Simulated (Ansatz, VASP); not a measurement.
## SnSe (puckered SnSe bilayer, AB) in two plane-wave programs

Aim: how closely do two programs agree when they are given the same cell, functional and k mesh? The cell is taken from a series of runs on this material, whose earlier steps may have relaxed, scaled, displaced or heated it; both programs get it as it stands.

Calculated with Ansatz 0.2.0; plane waves, with VASP 6.6.1 beside it; single point at PBE with D3(BJ).

### Step 1. Starting point

The cell holds 8 atoms: 4 Sn and 4 Se. Cell: a = 4.392 Å, b = 4.241 Å, c = 26.663 Å, α = 90.0°, β = 90.0°, γ = 90.0°. Vacuum lies along c.

### Step 2. Ansatz: single point, PBE with D3(BJ)

Ansatz runs on its default PAW (the set named soft_2) files.

With cell and atoms fixed, the geometry can't cause a difference; cores, projectors, grids and the points listed under the comparison can.

The input, input.yaml:

```yaml
crystal:
  lattice:
    - [4.3920407832, 0.0, 0.0]
    - [0.0, 4.2405261612, 0.0]
    - [0.0, 0.0, 26.6627952944]
  atoms:
    - { symbol: Sn, position: [0.0319653409, 0.0, 0.3375490042] }
    - { symbol: Se, position: [0.4662769957, 0.5, 0.3454657657] }
    - { symbol: Se, position: [0.9676376754, 0.0, 0.4392954146] }
    - { symbol: Sn, position: [0.5341199879, 0.5, 0.4475310045] }
    - { symbol: Sn, position: [0.0341199879, 0.5, 0.5524689955] }
    - { symbol: Se, position: [0.4676376754, 0.0, 0.5607045854] }
    - { symbol: Se, position: [0.9662769957, 0.5, 0.6545342343] }
    - { symbol: Sn, position: [0.5319653409, 0.0, 0.6624509958] }
kpoints:
  mp_grid: { grid: [10, 10, 1] }
  band_path:
    path:
      - [0, 0, 0]
      - [0.5, 0, 0]
      - [0.5, 0.5, 0]
      - [0, 0, 0]
      - [0, 0.5, 0]
      - [0.5, 0.5, 0]
    npoints: 16
hamiltonian:
  xc: pbe
  dispersion: d3bj
scf:
  occupations: { method: fermi_dirac, width: 0.02585 }
  convergence: { dr2_threshold: 1.0e-10 }
efield:
  axis: 3
  dipole_correction: true
  ramp_position: 0.97
  ramp_width: 0.06
  amplitude: 0
output:
  dos: { projected: true, e_range: [-6, 5] }
  write_potential: true
  write_density: true
  volumetric_format: npy
  elf: true
```

Started as:

```
ansatz run input.yaml --threads 4 --pin off --max-ram 8192MiB --backend cpu --events-out ev --progress --plain --runs-dir out
```

Numbers of over 12 decimals in the logs are rounded to 6 here.

The log of the run:

```text
Engine: ansatz 0.2.0, x86_64-unknown-linux-gnu
Pseudopotentials: kind: paw
Pseudopotential: Sn, paw, valence charge 14, recommended cutoff 420 eV (normal), Sn.paw.azcp
Pseudopotential: Se, paw, valence charge 16, recommended cutoff 420 eV (normal), Se.paw.azcp
Functional definition: PBE
  parameter kappa = 0.804
  parameter beta = 0.066725
  exchange = pbe_x(kappa = kappa, mu = beta*pi^2/3)
  correlation = pbe_c(beta = beta)
Crystal: 8 atoms, lattice volume = 496.583 Å³
Basis set: ecut = 420 eV, 9693 PW (Γ)
Bands: 72, of which v1, the nominal top of the filled ones, is band 60 counted from 1 (59 counted from 0)
Symmetry: 2 space group operations
k-points: 36 of 100 (time reversal used)
Non-local potential: Sn, projectors of the file, l = 0: 2, l = 1: 2, l = 2: 2, l = 3: 2
Non-local potential: Se, projectors of the file, l = 0: 2, l = 1: 2, l = 2: 3, l = 3: 1
PAW form: soft (Blöchl's): semilocal exchange-correlation on the pseudo side does not see the compensation charge
PAW one-centre angular grid: Sn, 590 points (default); XC on 64 Gauss nodes
PAW one-centre angular grid: Se, 590 points (default); XC on 64 Gauss nodes
Initial density: superposition of atomic densities (neutral atoms: chi_scale 0, normalization atom), corrected by the library's trained network
Initial wavefunctions: pseudopotential atomic-orbital guess
Functional: x = pbe(κ = 0.804, μ = 0.219515), c = pbe(β = 0.066725)
SCF iter   1: F=—  HF=-45978.797188 eV  |F-HF|=—  |Δ(HF+E_count)|=         —  Δρ=1.05e-3  dr2=1.47e-2  ethr=1.77e-3  p=0.000 e·Å  D=1.38e-13 V/Å  ΔV_dip=-0.00 eV  dr2_dipole=4.44e-9  V_vac-E_F(+/−)=4.05/4.05 eV  ⟨swp⟩=7.7  Hψ=10560  notcnv=0  defer=19
efield: sawtooth ramp at fractional position 0.9700 (set: `efield.ramp_position`, or a place that a band, a saddle search or an elastic batch's reference lends), width 0.0600; the density the first Hamiltonian is built on has a dipole p = 0.000 e·Å; the dipole correction subtracts the counter field D = 1.38e-13 V/Å, which shifts the + side's vacuum level by -0.00 eV against the − side's; the planar-averaged density in the ramp window peaks in size at 3.2e-6 e/Å³
preconditioner: auto → Resta (q_TF=auto, 2.153 Å⁻¹)  ε∞=1.8  [insulator: Δε(μ)=1.094 eV  Ē_g=16.515 eV  σ=0.026 eV  W_gap=1.00  n_scr=90 (ndim 8)  ℏωp=14.9 eV  f_vac=0.544  D(μ)=0.00/eV (n_scr^D=0)  ε∞_Penn≈1.8  vacuum switching on, ρ_ref=2.0e-2 e/Å³]
SCF iter   2: F=—  HF=-45978.795991 eV  |F-HF|=—  |Δ(HF+E_count)|=   1.20e-3  Δρ=6.10e-4  dr2=1.77e-2  ethr=1.22e-5  p=-0.000 e·Å  D=-1.53e-5 V/Å  ΔV_dip=0.00 eV  dr2_dipole=7.14e-8  V_vac-E_F(+/−)=4.07/4.07 eV  ⟨swp⟩=3.3  Hψ=5898  notcnv=0  defer=202
SCF iter   3: F=—  HF=-45978.794742 eV  |F-HF|=—  |Δ(HF+E_count)|=   1.25e-3  Δρ=4.36e-4  dr2=4.95e-3  ethr=1.22e-5  p=0.000 e·Å  D=2.29e-5 V/Å  ΔV_dip=-0.00 eV  dr2_dipole=1.05e-7  V_vac-E_F(+/−)=3.97/3.97 eV  ⟨swp⟩=2.0  Hψ=2972  notcnv=0  defer=202
SCF iter   4: F=—  HF=-45978.794512 eV  |F-HF|=—  |Δ(HF+E_count)|=   2.30e-4  Δρ=1.91e-4  dr2=4.43e-4  ethr=4.12e-6  p=-0.000 e·Å  D=-2.50e-5 V/Å  ΔV_dip=0.00 eV  dr2_dipole=1.42e-7  V_vac-E_F(+/−)=3.97/3.97 eV  ⟨swp⟩=2.0  Hψ=2698  notcnv=0  defer=202
SCF iter   5: F=—  HF=-45978.794619 eV  |F-HF|=—  |Δ(HF+E_count)|=   1.07e-4  Δρ=7.42e-5  dr2=5.11e-5  ethr=3.69e-7  p=0.000 e·Å  D=1.09e-4 V/Å  ΔV_dip=-0.00 eV  dr2_dipole=2.73e-6  V_vac-E_F(+/−)=3.95/3.96 eV  ⟨swp⟩=2.0  Hψ=2811  notcnv=0  defer=202
SCF iter   6: F=—  HF=-45978.794650 eV  |F-HF|=—  |Δ(HF+E_count)|=   3.11e-5  Δρ=3.69e-5  dr2=1.04e-4  ethr=4.26e-8  p=-0.001 e·Å  D=-5.29e-4 V/Å  ΔV_dip=0.01 eV  dr2_dipole=6.40e-5  V_vac-E_F(+/−)=3.96/3.94 eV  ⟨swp⟩=2.3  Hψ=3637  notcnv=0  defer=202  recentre
SCF iter   7: F=—  HF=-45978.794640 eV  |F-HF|=—  |Δ(HF+E_count)|=   1.05e-5  Δρ=1.77e-5  dr2=6.68e-6  ethr=4.26e-8  p=0.000 e·Å  D=1.27e-4 V/Å  ΔV_dip=-0.00 eV  dr2_dipole=3.63e-6  V_vac-E_F(+/−)=3.95/3.95 eV  ⟨swp⟩=2.0  Hψ=2729  notcnv=0  defer=202
SCF iter   8: F=—  HF=-45978.794606 eV  |F-HF|=—  |Δ(HF+E_count)|=   3.35e-5  Δρ=5.91e-6  dr2=1.23e-7  ethr=5.57e-9  p=0.000 e·Å  D=2.58e-6 V/Å  ΔV_dip=-0.00 eV  dr2_dipole=2.92e-9  V_vac-E_F(+/−)=3.95/3.95 eV  ⟨swp⟩=2.0  Hψ=2728  notcnv=0  defer=202
SCF iter   9: F=—  HF=-45978.794606 eV  |F-HF|=—  |Δ(HF+E_count)|=   2.10e-7  Δρ=1.80e-6  dr2=1.73e-8  ethr=1.02e-10  p=-0.000 e·Å  D=-1.45e-6 V/Å  ΔV_dip=0.00 eV  dr2_dipole=1.06e-9  V_vac-E_F(+/−)=3.95/3.95 eV  ⟨swp⟩=2.2  Hψ=4588  notcnv=0  defer=202
SCF iter  10: F=—  HF=-45978.794606 eV  |F-HF|=—  |Δ(HF+E_count)|=   4.02e-9  Δρ=3.78e-7  dr2=5.96e-10  ethr=1.44e-11  p=0.000 e·Å  D=2.98e-8 V/Å  ΔV_dip=-0.00 eV  dr2_dipole=1.38e-11  V_vac-E_F(+/−)=3.95/3.95 eV  ⟨swp⟩=2.0  Hψ=3830  notcnv=0  defer=202
SCF iter  11: F=—  HF=-45978.794606 eV  |F-HF|=—  |Δ(HF+E_count)|=  9.82e-10  Δρ=1.24e-7  dr2=1.89e-10  ethr=1.00e-12  p=0.000 e·Å  D=1.84e-7 V/Å  ΔV_dip=-0.00 eV  dr2_dipole=2.44e-12  V_vac-E_F(+/−)=3.95/3.95 eV  ⟨swp⟩=11.1  Hψ=9930  notcnv=0
SCF iter  12: F=—  HF=-45978.794606 eV  |F-HF|=—  |Δ(HF+E_count)|=  1.82e-10  Δρ=6.40e-8  dr2=1.11e-10  ethr=1.00e-12  p=-0.000 e·Å  D=-6.39e-8 V/Å  ΔV_dip=0.00 eV  dr2_dipole=1.24e-13  V_vac-E_F(+/−)=3.95/3.95 eV  ⟨swp⟩=3.0  Hψ=6767  notcnv=0
SCF iter  13: F=-45978.794606 eV  HF=-45978.794606 eV  |F-HF|=1.02e-10  |Δ(HF+E_count)|=  7.28e-12  Δρ=2.36e-8  dr2=8.66e-12  ethr=1.00e-12  p=-0.000 e·Å  D=-2.22e-8 V/Å  ΔV_dip=0.00 eV  dr2_dipole=7.52e-14  V_vac-E_F(+/−)=3.95/3.95 eV  ⟨swp⟩=2.0  Hψ=4896  notcnv=0
SCF 1 converged in 13 iterations: F = -45978.794606 eV  dr2 = 8.66e-12
  greatest PAW one-centre occupation: 1.000 electrons in one spin orbital (limit 2), on the Se atom at site 5 (counted from 0), in its partial waves of l = 2
NSCF: frozen V_eff on 81 k-points
efield: sawtooth ramp at fractional position 0.9700 (kept from the solve that this one continues, or follows in the run), width 0.0600; the density the first Hamiltonian is built on has a dipole p = -0.000 e·Å; the dipole correction subtracts the counter field D = -2.22e-8 V/Å, which shifts the + side's vacuum level by +0.00 eV against the − side's; the planar-averaged density in the ramp window peaks in size at 2.5e-6 e/Å³
WARN: The output density's exchange-correlation potential varies sharply where the density is thin. Do not read a vacuum level from v_tot or v_xc, or from such a field of the output density. On a cell that repeats whose density bears no net charge and no dipole along the vacuum's axis use v_es (v_loc + v_h of the components); under efield.dipole_correction with no amplitude use v_es + v_field, which holds any externa [...]
SCF converged after 13 iterations
Free energy (F): -45978.794606 eV
Harris-Foulkes:  -45978.794606 eV  (|F-HF|=1.02e-10)
Internal energy: -45978.794606 eV  (E = F + TS)
E sigma→0 (E₀):  -45978.794606 eV
Fermi energy:    1.777498 eV
Dipole field:    D = 0.000000 V/Å  (p = 0.000001 e·Å, saw-weighted, corrected)
Work function:   Φ+ = 3.9484 eV   Φ− = 3.9484 eV
Levels:          The Fermi level and band energies are counted from a zero that moves with the ramp; work functions are not
--- Per-component energies (eV) ---
  E_band       = -2784.525818
  E_kinetic    = 1214.290373
  E_local      = -119544.258107  (includes V_loc(G=0)·N_el)
  E_nonlocal   = -2514.166433
  E_hartree    = 59681.826696
  E_xc         = -1949.111365
  E_vxc        = -777.888471  (∫ρ·V_xc dr)
  E_paw        = -24178.691354  (= ΣΔE_a)
  E_vpaw       = -526.153492  (= ΣTr[D̂ρ^β])
  E_aug_tail   = -0.002361  (compensation charges beyond the density's cutoff)
  E_efield     = 0.000000  (sawtooth field / dipole correction)
  E_vefield    = 0.000000  (∫n·V_field dr)
  E_ewald      = 41313.686831
  E_disp       = -2.368887  (pairwise vdW)
  E_smearing   = -0.000000  (= −TS)
  E_closure    = 0.000000  (closes the sum)
  Σ components = -45978.794606   (vs F -45978.794606, Δ=0.00e0)
--- Band table (eV; the first three rows and the last of 36) ---
  k-point 0: bands = [... 56 lower, -0.3356, -0.3257, 0.8484, 0.9397, 2.4023, 3.9813, 4.2829, 4.5161, ... 8 higher]
  k-point 1: bands = [... 56 lower, -0.2512, -0.1549, 0.8402, 0.8934, 2.4430, 4.0046, 4.3402, 4.5968, ... 8 higher]
  k-point 2: bands = [... 56 lower, 0.1554, 0.1650, 0.7237, 0.7948, 2.6054, 3.7307, 3.7619, 4.0316, ... 8 higher]
  k-point 35: bands = [... 56 lower, -0.3357, -0.3357, -0.2504, -0.2504, 4.2184, 4.2184, 4.3934, 4.3934, ... 8 higher]
```

### Step 3. VASP: single point, PBE with D3(BJ)

The same cell, functional, mesh and smearing now go to VASP, with its own data sets.

Lines of VASP's logs that name or quote its potential files are left out, and so is its time.

The input, INCAR:

```
SYSTEM = SnSe
PREC = Accurate
ENCUT = 400
EDIFF = 1E-06
NELM = 120
ISMEAR = -1
SIGMA = 0.02585
LREAL = .FALSE.
ALGO = Normal
GGA = PE
IVDW = 12
NBANDS = 49
LORBIT = 11
LWAVE = .FALSE.
LCHARG = .FALSE.
ISIF = 2
LDIPOL = .TRUE.
IDIPOL = 3
DIPOL = 0.5 0.5 0.5
LVHAR = .TRUE.
LASPH = .TRUE.
GGA_COMPAT = .FALSE.
EFERMI = MIDGAP
NELMDL = -8
KPAR = 2
```

The input, POSCAR:

```
SnSe
1.0
    4.3920407832      0.0000000000      0.0000000000
    0.0000000000      4.2405261612      0.0000000000
    0.0000000000      0.0000000000     26.6627952944
Sn Se
4 4
Direct
    0.0319653409      0.0000000000      0.3375490042
    0.5341199879      0.5000000000      0.4475310045
    0.0341199879      0.5000000000      0.5524689955
    0.5319653409      0.0000000000      0.6624509958
    0.4662769957      0.5000000000      0.3454657657
    0.9676376754      0.0000000000      0.4392954146
    0.4676376754      0.0000000000      0.5607045854
    0.9662769957      0.5000000000      0.6545342343
```

The input, KPOINTS:

```
Automatic mesh
0
Gamma
10 10 1
0 0 0
```

PAW data sets: Sn_d and Se (PBE family, release 64).

Started as:

```
mpirun -np 2 vasp_std
```

The log of the run:

```text
[banner, memory and clock lines left out]
running    2 mpi-ranks, on    1 nodes
 distrk:  each k-point on    1 cores,    2 groups
 distr:  one band on    1 cores,    1 groups

 POSCAR found type information on POSCAR SnSe
 POSCAR found :  2 types and       8 ions
 LDA part: xc-table for (Slater+PW92), standard interpolation
 POSCAR, INCAR and KPOINTS ok, starting setup
 FFT: planning ... GRIDC
 FFT: planning ... GRID_SOFT
 FFT: planning ... GRID
 WAVECAR not read
 entering main loop
       N       E                     dE             d eps       ncg     rms          rms(c)
DAV:   1     0.664529716952E+03    0.66453E+03   -0.32284E+04  4168   0.132E+03
DAV:   2     0.564265059663E+02   -0.60810E+03   -0.59125E+03  3996   0.339E+02
DAV:   3    -0.286002998007E+02   -0.85027E+02   -0.82799E+02  4334   0.149E+02
DAV:   4    -0.333778339565E+02   -0.47775E+01   -0.47365E+01  4125   0.374E+01
DAV:   5    -0.335506634247E+02   -0.17283E+00   -0.17266E+00  4543   0.699E+00
DAV:   6    -0.335578523514E+02   -0.71889E-02   -0.71882E-02  5270   0.134E+00
DAV:   7    -0.335579958684E+02   -0.14352E-03   -0.14351E-03  5352   0.186E-01
DAV:   8    -0.335579994019E+02   -0.35335E-05   -0.35333E-05  5379   0.299E-02    0.636E+00
DAV:   9    -0.326684916223E+02    0.88951E+00   -0.16987E+00  4691   0.607E+00    0.400E+00
DAV:  10    -0.326544182949E+02    0.14073E-01   -0.64511E-01  4669   0.269E+00    0.148E+00
DAV:  11    -0.326425490916E+02    0.11869E-01   -0.73003E-02  4562   0.186E+00    0.367E-01
DAV:  12    -0.326401131115E+02    0.24360E-02   -0.11664E-02  4254   0.785E-01    0.139E-01
DAV:  13    -0.326395900012E+02    0.52311E-03   -0.10919E-03  4949   0.334E-01    0.916E-02
DAV:  14    -0.326388250792E+02    0.76492E-03   -0.11991E-03  5070   0.270E-01    0.407E-02
[...]
DAV:  20    -0.326395214978E+02   -0.58940E-04   -0.17057E-06  2872   0.696E-03    0.173E-03
DAV:  21    -0.326395500399E+02   -0.28542E-04   -0.56492E-06  2971   0.555E-03    0.135E-03
DAV:  22    -0.326395700358E+02   -0.19996E-04   -0.68538E-07  2746   0.232E-03    0.687E-04
DAV:  23    -0.326395905485E+02   -0.20513E-04   -0.97275E-07  2760   0.228E-03    0.468E-04
DAV:  24    -0.326395989510E+02   -0.84025E-05   -0.20549E-07  2512   0.135E-03    0.305E-04
DAV:  25    -0.326396084194E+02   -0.94684E-05   -0.66121E-07  2723   0.143E-03    0.329E-04
DAV:  26    -0.326396100484E+02   -0.16290E-05   -0.56368E-08  2555   0.890E-04    0.123E-04
DAV:  27    -0.326396107412E+02   -0.69277E-06   -0.37438E-08  2381   0.642E-04
   1 F= -.35008167E+02 E0= -.35008167E+02  d E =-.620448E-10
```

OUTCAR, selected parts (step 3):

```text
ion  position               nearest neighbor table
   1  0.032  0.000  0.338-   6 2.73   5 2.86   5 2.86   5 3.27   5 3.27
   2  0.534  0.500  0.448-   5 2.74   6 2.86   6 2.86   3 3.56   3 3.56
   3  0.034  0.500  0.552-   8 2.74   7 2.86   7 2.86   2 3.56   2 3.56
   4  0.532  0.000  0.662-   7 2.73   8 2.86   8 2.86   8 3.27   8 3.27
   5  0.466  0.500  0.345-   2 2.74   1 2.86   1 2.86   1 3.27   1 3.27
   6  0.968  0.000  0.439-   1 2.73   2 2.86   2 2.86
   7  0.468  0.000  0.561-   4 2.73   3 2.86   3 2.86
   8  0.966  0.500  0.655-   3 2.74   4 2.86   4 2.86   4 3.27   4 3.27

  LATTYP: Found a simple orthorhombic cell.
 ALAT       =     4.2405261612
 B/A-ratio  =     1.0357301467
 C/A-ratio  =     6.2876148574

 Subroutine GETGRP returns: Found  4 space group operations
 (whereof  2 operations were pure point group operations)

The static configuration has the point symmetry C_1h.
 The point group associated with its full space group is C_2v.

 Found     36 irreducible k-points:

   k-points           NKPTS =     36   k-points in BZ     NKDIM =     36   number of bands    NBANDS=     49

   dimension x,y,z NGX =    30 NGY =   28 NGZ =  180
   dimension x,y,z NGXF=    60 NGYF=   56 NGZF=  360

   ENCUT  =  400.0 eV  29.40 Ry    5.42 a.u.   7.16  6.92 43.48*2*pi/ulx,y,z

   NELECT =      80.0000    total number of electrons

 k-points in reciprocal lattice and weights: Automatic mesh
   0.00000000  0.00000000  0.00000000       0.010
   0.10000000  0.00000000  0.00000000       0.020
   0.20000000  0.00000000  0.00000000       0.020
   0.30000000  0.00000000  0.00000000       0.020
   0.40000000  0.00000000  0.00000000       0.020
   0.50000000  0.00000000  0.00000000       0.010
   0.00000000  0.10000000  0.00000000       0.020
   0.10000000  0.10000000  0.00000000       0.040
   0.20000000  0.10000000  0.00000000       0.040
[...]
0.40000000  0.50000000  0.00000000       0.020
   0.50000000  0.50000000  0.00000000       0.010

 dipolmoment           0.000000      0.000000     -0.000000 electrons x Angstroem

 average (electrostatic) potential at core
       1-107.0402       2-107.0905       3-107.0905       4-107.0402       5 -58.1079
       6 -58.1997       7 -58.1997       8 -58.1079

 E-fermi :   0.2438

 k-point     1 :       0.0000    0.0000    0.0000
  band No.  band energies     occupation
    ...
     36      -2.0344      2.00000
     37      -1.8680      2.00000
     38      -1.8592      2.00000
     39      -0.6787      2.00000
     40      -0.5878      2.00000
     41       0.8650      0.00000
     42       2.4464      0.00000
     43       2.7437      0.00000
     44       2.9758      0.00000
     45       3.2809      0.00000
    ...

 k-point     2 :       0.1000    0.0000    0.0000
  band No.  band energies     occupation
    ...
     36      -1.8254      2.00000
     37      -1.7748      2.00000
     38      -1.7177      2.00000
     39      -0.7534      2.00000
     40      -0.6163      2.00000
     41       0.9381      0.00000
     42       2.3809      0.00000
     43       2.6011      0.00000
     44       3.0631      0.00000
     45       3.1387      0.00000
    ...

 k-point     3 :       0.2000    0.0000    0.0000
  band No.  band energies     occupation
    ...
     36      -1.7459      2.00000
     37      -1.3710      2.00000
     38      -1.2521      2.00000
     39      -0.8645      2.00000
     40      -0.6923      2.00000
     41       1.1447      0.00000
     42       1.6870      0.00000
     43       2.5854      0.00000
     44       2.6119      0.00000
     45       2.9379      0.00000
    ...

 Edisp (eV)   -2.36856

  Total      -0.00927    -0.02062     0.03001     0.00000     0.00000     0.00000
  in kB      -0.02992    -0.06651     0.09682     0.00000     0.00000     0.00000
  external pressure =        0.00 kB  Pullay stress =        0.00 kB

  energy-cutoff  :      400.00
  volume of cell :      496.58
      direct lattice vectors                 reciprocal lattice vectors
     4.392040783  0.000000000  0.000000000     0.227684589  0.000000000  0.000000000
     0.000000000  4.240526161  0.000000000     0.000000000  0.235819793  0.000000000
     0.000000000  0.000000000 26.662795294     0.000000000  0.000000000  0.037505445

 POSITION                                       TOTAL-FORCE (eV/Angst)
 -----------------------------------------------------------------------------------
      0.14039      0.00000      9.00000        -0.010622      0.000000     -0.013173
      2.34588      2.12026     11.93243        -0.010466      0.000000      0.012598
      0.14986      2.12026     14.73037        -0.010466      0.000000     -0.012598
      2.33641      0.00000     17.66280        -0.010622      0.000000      0.013173
      2.04791      2.12026      9.21108         0.009393      0.000000     -0.011185
      4.24990      0.00000     11.71284         0.011694      0.000000      0.013835
      2.05388      0.00000     14.94995         0.011694      0.000000     -0.013835
      4.24393      2.12026     17.45171         0.009393      0.000000      0.011185
 -----------------------------------------------------------------------------------
    total drift:                               -0.001700      0.000000     -0.000002

  FREE ENERGIE OF THE ION-ELECTRON SYSTEM (eV)
  ---------------------------------------------------
  free  energy   TOTEN  =       -35.0081672756 eV

  energy  without entropy=      -35.0081672755  energy(sigma->0) =      -35.00816728

 vacuum level on the upper side and lower side of the slab         4.193         4.193

 total charge
# of ion       s       p       d       tot
------------------------------------------
    1        1.365   0.725   9.985  12.075
    2        1.352   0.731   9.993  12.076
    3        1.352   0.731   9.993  12.076
    4        1.365   0.725   9.985  12.075
    5        1.471   2.324   0.022   3.817
    6        1.473   2.320   0.025   3.818
    7        1.473   2.320   0.025   3.818
    8        1.471   2.324   0.022   3.817
--------------------------------------------------
tot         11.319  12.202  40.048  63.569

[... 3 further parts left out ...]
```

### Step 4. Comparison

Known differences besides the potentials themselves: the data sets hold 120 valence electrons in Ansatz (on its default PAW (the set named soft_2) files) and 80 in VASP; the cutoff is 420 eV in Ansatz and 400 eV in VASP. Total energies have different zeros and are not compared.

The two programs side by side:

```
              quantity  Ansatz   VASP  difference
gap on the k mesh (eV)   1.076  1.073      +0.003
```

A gap on the mesh is an upper bound, since the band edges may lie between its points. With vacuum in the cell, a pressure given here is an average over mostly empty space and none of the material.

### Step 5. Summary of results

```
difference in gap on the k mesh (single point, PBE with D3(BJ)) : 0.0031 eV
```

What this shows: The difference in gap on the k mesh is 0.0031 eV (single point, PBE with D3(BJ)), within the 0.08 eV picked in this series as the mark of a large difference. The data sets hold unlike numbers of valence electrons (120 in Ansatz and 80 in VASP), so part of the differences comes from the potentials. How closely two codes agree says nothing of how well the functional describes the real material.

[Lines on the potential files, build, host, timing and source positions are cut from VASP's logs without a mark.]

[Logs are printed without paths, hosts, clocks, repeated set-up lines and the standing remarks that a program may print on its own settings, such as how far it seeks lower states.]

[Hosts, paths, dates, database ids (printed as entryN), source tags and the programs' standing remarks are cut or masked in the printed files.]
